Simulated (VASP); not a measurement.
Given:

```
CoTi
1.0
    2.94707     0.00000     0.00000
    0.00000     2.94707     0.00000
    0.00000     0.00000     2.94707
Ti Co
1 1
Direct
  0.00000   0.00000   0.00000
  0.50000   0.50000   0.50000
```

Method: optB86b-vdW, VASP's PBE PAW potentials (set 64) (plane waves; VASP). Numerical set-up: 520 eV cut-off, Gaussian smearing of 0.050 eV, potentials Ti_sv Co.

Task: Estimate the band gap (along the path) with the smallest direct gap where there is one.

Result: 
```json
{
  "band gap (along the path)": "none (metal, semimetal or under 0.01 eV)"
}
```

Total energies compare only between runs with the same potentials, cut-off and functional.

The compound is TiCo in the CsCl type structure. It was relaxed first. The run is not spin-polarised, so no magnetic state was tried. The electron count is odd and the run is not spin-polarised, which forces a metal.
